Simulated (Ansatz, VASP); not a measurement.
## Two plane-wave programs on Ta3PbO

INCAR

```
SYSTEM = Ta3PbO
PREC = Accurate ; ENCUT = 520
EDIFF = 1E-7 ; ISMEAR = 0
SIGMA = 0.1 ; LREAL = .FALSE.
LASPH = .TRUE. ; NELM = 80
ALGO = Normal ; ISIF = 2
LWAVE = .FALSE. ; LCHARG = .FALSE.
GGA = PE ; NBANDS = 34
```

Contents of KPOINTS:

```
Automatic mesh
0
G
  4 4 4
  0 0 0
```

The input POSCAR:

```
Ta3PbO
1.0
    4.5799453600      0.0000000000      0.0000000000
    0.0000000000      4.5799453600      0.0000000000
    0.0000000000      0.0000000000      4.5799453600
Ta Pb O
3 1 1
Direct
    0.5000000000      0.0000000000      0.0000000000
    0.0000000000      0.5000000000      0.0000000000
    0.0000000000      0.0000000000      0.5000000000
    0.5000000000      0.5000000000      0.5000000000
    0.0000000000      0.0000000000      0.0000000000
```

Input for Ansatz:

```yaml
crystal:
  lattice:
    - [4.57994536, 0.0, 0.0]
    - [0.0, 4.57994536, 0.0]
    - [0.0, 0.0, 4.57994536]
  atoms:
    - { symbol: Ta, position: [0.5, 0.0, 0.0] }
    - { symbol: Ta, position: [0.0, 0.5, 0.0] }
    - { symbol: Ta, position: [0.0, 0.0, 0.5] }
    - { symbol: Pb, position: [0.5, 0.5, 0.5] }
    - { symbol: O, position: [0.0, 0.0, 0.0] }
basis:
  ecutwfc: 420
kpoints:
  mp_grid: { grid: [4, 4, 4] }
hamiltonian:
  xc: pbe
scf:
  occupations: { method: gaussian, width: 0.1 }
  lower_state_search: "off"
output:
  forces: true
  stress: true
  eigenvalues: true
```

Alike in both runs: task single point; functional PBE; k mesh 4 × 4 × 4; occupations gaussian, width 0.1 eV; no spin polarisation.

|  | VASP | Ansatz |
| --- | --- | --- |
| version | VASP 6.6.1 | Ansatz 0.2.0 |
| potentials or method | VASP PAW PBE potentials, release 64 (Ta_pv, Pb_d, O) | scalar-relativistic, plane waves, PAW |
| plane-wave cutoff (eV) | 520 | 420 |
| valence electrons in the cell | 53 | 59 |

```csv
,VASP,Ansatz,Ansatz less VASP
gap on the k mesh at the Fermi level (eV),none,none,-
pressure (GPa),-19.9,-20.0,-0.10
```

A gap of «none» marks a metal or a gap that the smearing closes. The two sets of potentials don't hold the same shells in valence.

Caveats: so large a pressure means that the cell lies far from this level's equilibrium, or that cutoff or potentials fall short (VASP); an odd number of electrons without spin polarisation forces a metal; a magnetic or distorted state may lie lower. Spin-orbit coupling is left out, which matters for the levels of Pb, Ta.
